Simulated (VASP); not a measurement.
Given:

```yaml
crystal:
  lattice:
    - [0.00000, 2.21357, 2.21357]
    - [2.21357, 0.00000, 2.21357]
    - [8.88526, 8.88526, -0.03098]
  atoms:
    - { symbol: Sc, position: [0.00096, 0.00096, 0.99928] }
    - { symbol: Sc, position: [0.00000, 0.00000, 0.25000] }
    - { symbol: Sc, position: [0.99904, 0.99904, 0.50072] }
    - { symbol: N, position: [0.50184, 0.50184, 0.12362] }
    - { symbol: N, position: [0.49816, 0.49816, 0.37638] }
    - { symbol: N, position: [0.49549, 0.49549, 0.62838] }
    - { symbol: N, position: [0.50451, 0.50451, 0.87162] }
    - { symbol: Nb, position: [0.00000, 0.00000, 0.75000] }
```

Computed with PBEsol GGA, VASP's PBE PAW potentials (set 64) (plane waves; VASP). Numerical set-up: 520 eV cut-off, Gaussian smearing of 0.050 eV, potentials Sc_sv N Nb_sv.

Estimate the band gap (along the path) with the smallest direct gap where there is one.

The band gap (along the path) is none (metal, semimetal or under 0.01 eV).

Total energies compare only between runs with the same potentials, cut-off and functional.

The structure was generated: NbSc3N4 was put into an ordered model structure (R-3m), which need not be its known phase. It was relaxed first.
